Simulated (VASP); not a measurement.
Data:

```
HfC
1.0
    0.00000     2.25971     2.25971
    2.25971     0.00000     2.25971
    2.25971     2.25971     0.00000
Hf C
1 1
Direct
  0.00000   0.00000   0.00000
  0.50000   0.50000   0.50000
```

Level of theory: SCAN meta-GGA, VASP's PBE PAW potentials (set 64) (plane waves; VASP). Numerical set-up: 520 eV cut-off, 14×14×14 Γ-centred mesh, first-order Methfessel-Paxton smearing of 0.10 eV, potentials Hf_pv C.

Task: Give the stress tensor in GPa (positive for a compressed cell).

Result: 
```
17.82   0.00   0.00
 0.00  17.82   0.00
 0.00   0.00  17.82
```
The pressure is its mean diagonal, 17.82 GPa.

The compound is HfC in the rock salt structure. This cell is one point of a volume scan, at 0.94 of the reference volume.
